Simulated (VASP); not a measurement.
OSZICAR of a VASP run on K2Li2Cl4 (ordered alloy cell):

File OSZICAR:
```
       N       E                     dE             d eps       ncg     rms          rms(c)
DAV:   1     0.424576509159E+03    0.42458E+03   -0.23321E+04  1240   0.154E+03
DAV:   2     0.100583541753E+02   -0.41452E+03   -0.40702E+03  1717   0.376E+02
DAV:   3    -0.274496476217E+02   -0.37508E+02   -0.37442E+02  1812   0.102E+02
DAV:   4    -0.292622392865E+02   -0.18126E+01   -0.18086E+01  2289   0.221E+01
DAV:   5    -0.294389221762E+02   -0.17668E+00   -0.17667E+00  1865   0.357E+00    0.642E+00
DAV:   6    -0.288290926005E+02    0.60983E+00   -0.13560E+00  1499   0.471E+00    0.502E+00
DAV:   7    -0.287854026255E+02    0.43690E-01   -0.53455E-01  1752   0.301E+00    0.273E+00
DAV:   8    -0.288040717672E+02   -0.18669E-01   -0.11531E-01  1688   0.185E+00    0.552E-01
DAV:   9    -0.288039189462E+02    0.15282E-03   -0.14520E-02  1752   0.543E-01    0.198E-01
DAV:  10    -0.288049690226E+02   -0.10501E-02   -0.19300E-03  1714   0.241E-01    0.800E-02
DAV:  11    -0.288052947715E+02   -0.32575E-03   -0.56894E-04  1536   0.155E-01    0.281E-02
DAV:  12    -0.288053055844E+02   -0.10813E-04   -0.13813E-04  1609   0.564E-02    0.164E-02
DAV:  13    -0.288053074647E+02   -0.18803E-05   -0.21580E-05  1536   0.291E-02    0.930E-03
DAV:  14    -0.288053057616E+02    0.17031E-05   -0.14711E-05  1769   0.287E-02    0.854E-03
DAV:  15    -0.288053052429E+02    0.51866E-06   -0.81884E-06  1553   0.155E-02    0.301E-03
DAV:  16    -0.288053053414E+02   -0.98471E-07   -0.21053E-06  1624   0.709E-03    0.482E-03
DAV:  17    -0.288053054452E+02   -0.10378E-06   -0.99465E-07  1457   0.425E-03    0.127E-03
DAV:  18    -0.288053054468E+02   -0.16271E-08   -0.93401E-08  1048   0.167E-03
   1 F= -.28805305E+02 E0= -.28805305E+02  d E =0.000000E+00
```

Question: Which electronic solver shows in the log?

Answer: It is blocked Davidson (ALGO = Normal, or the opening steps of other solvers). The INCAR had ALGO = Normal.

Question: Can the final energy be trusted as converged?

Answer: The calculation finished and met its thresholds. It stopped with EDIFF = 1E-7, NELM = 100 (PBEsol GGA, plane waves, VASP's PBE PAW potentials (set 64)).

The structure was generated: K2Li2Cl4 was put into an ordered model structure (R-3m), which need not be its known phase. It was relaxed first.
